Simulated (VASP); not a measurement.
# TeW$_{2}$Se$_{3}$ (space group P3m1): computed properties

The numbers are results of LDA (Ceperley-Alder, Perdew-Zunger), VASP's LDA PAW potentials (set 64) (plane waves; VASP), not measurements.

* **space group**: P3m1 (156)
* **cell**: a = 3.309 Å, b = 3.309 Å, c = 13.066 Å, α = 90.00°, β = 90.00°, γ = 120.00°
* **volume per atom**: 20.65 Å³/atom
* **band gap (over mesh and band path)**: 0.72 eV
* **smallest direct gap (over mesh and band path)**: 1.24 eV
* **band-edge character without spin-orbit coupling**: indirect, Γ to K-Γ at 0.44
* **band gap with spin-orbit coupling**: 0.70 eV
* **density**: 9.81 g/cm³
* **mean ε∞ (independent particles)**: 15.71

```cif
data_Se3TeW2
_chemical_formula_sum 'Te1 W2 Se3'
_space_group_name_H-M_alt 'P3m1'
_space_group_IT_number 156
_space_group_name_Hall 'P 3 -2"'
_cell_length_a 3.30934
_cell_length_b 3.30934
_cell_length_c 13.06599
_cell_angle_alpha 90.000
_cell_angle_beta 90.000
_cell_angle_gamma 120.000
loop_
_atom_site_label
_atom_site_type_symbol
_atom_site_symmetry_multiplicity
_atom_site_Wyckoff_symbol
_atom_site_fract_x
_atom_site_fract_y
_atom_site_fract_z
_atom_site_occupancy
Te1 Te 1 b 0.33333 0.66667 0.38394 1
W1 W 1 a 0.00000 0.00000 0.23923 1
W2 W 1 b 0.33333 0.66667 0.75424 1
Se1 Se 1 a 0.00000 0.00000 0.62802 1
Se2 Se 1 a 0.00000 0.00000 0.88064 1
Se3 Se 1 b 0.33333 0.66667 0.11392 1
```

The path is coarsely sampled, so an indirect gap can come out somewhat too large. Unless said otherwise, spin-orbit coupling is left out, though it shifts the bands of the heavy elements here.

The structure comes from a computed database's TeW2Se3 entry (P3m1); how it stands against other phases isn't given here. It was relaxed first, which changed the volume by -15 %. Symmetry was kept, so distortions that lower it aren't found.
